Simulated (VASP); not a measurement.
Given:

```
CELL_PARAMETERS angstrom
      3.46000     0.00000     0.00000
     -1.73000     2.99645     0.00000
      0.00000     0.00000     5.52000
ATOMIC_POSITIONS crystal
  Tl 0.66667 0.33333 0.75000
  Tl 0.33333 0.66667 0.25000
```

These are r2SCAN meta-GGA, VASP's PBE PAW potentials (set 64) (plane waves; VASP) values and carry that method's errors. Numerical set-up: 480 eV cut-off, 11×11×6 Γ-centred mesh, first-order Methfessel-Paxton smearing of 0.10 eV, potentials Tl_d.

Energy and stress use the plane-wave basis of the starting cell.

Question: The ions, cell shape and volume are relaxed. Which structure does the run end with?

Answer: 
```
CELL_PARAMETERS angstrom
      3.54268     0.00000     0.00000
     -1.77134     3.06805     0.00000
      0.00000     0.00000     5.55713
ATOMIC_POSITIONS crystal
  Tl 0.66667 0.33333 0.75000
  Tl 0.33333 0.66667 0.25000
```
Space group P6_3/mmc (194), at a tolerance of 0.03 Å.

Question: How do energy and volume change from the first to the last step?

Answer: The energy (σ→0) changes by -8.6 meV/atom and the volume by +5.5 %, in 8 ionic steps.

The compound is Tl in the hcp structure. This run relaxes it. Symmetry was kept, so distortions that lower it aren't found.
